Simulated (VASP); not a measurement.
Input:

```
Os
1.0
    1.36892    -2.37104     0.00000
    1.36892     2.37104     0.00000
    0.00000     0.00000     4.31798
Os
2
Direct
  0.33333   0.66667   0.25000
  0.66667   0.33333   0.75000
```

Computed with PBE GGA with D3 dispersion (Becke-Johnson damping), VASP's PBE PAW potentials (set 64) (plane waves; VASP 6.6.1). Run with 520 eV cut-off, Gaussian smearing of 0.050 eV, potentials Os.

Give the energies of bands 1 to 11 at the high-symmetry points, in eV from the Fermi level.

```tsv
band	Γ	M	K	A	L	H
1	-10.95	-7.24	-6.54	-8.52	-7.47	-5.86
2	-7.80	-7.03	-5.43	-8.52	-7.47	-5.86
3	-3.08	-6.46	-5.43	-3.58	-5.34	-4.97
4	-3.08	-3.58	-4.64	-3.58	-5.34	-4.97
5	-2.80	-2.94	-3.45	-3.28	-1.24	-3.46
6	-2.24	-2.58	-3.45	-3.28	-1.24	-3.46
7	-2.24	-1.89	-1.35	-3.28	-0.19	-1.38
8	-1.60	1.99	1.46	-3.28	-0.19	-1.38
9	-1.60	2.55	1.46	0.86	2.32	1.59
10	0.02	2.69	2.05	0.86	2.32	1.59
11	1.65	4.37	5.34	0.86	3.27	8.30
```

It has no gap at this level: it comes out as a metal or semimetal.

The compound is Os in the hcp structure. It was relaxed first.
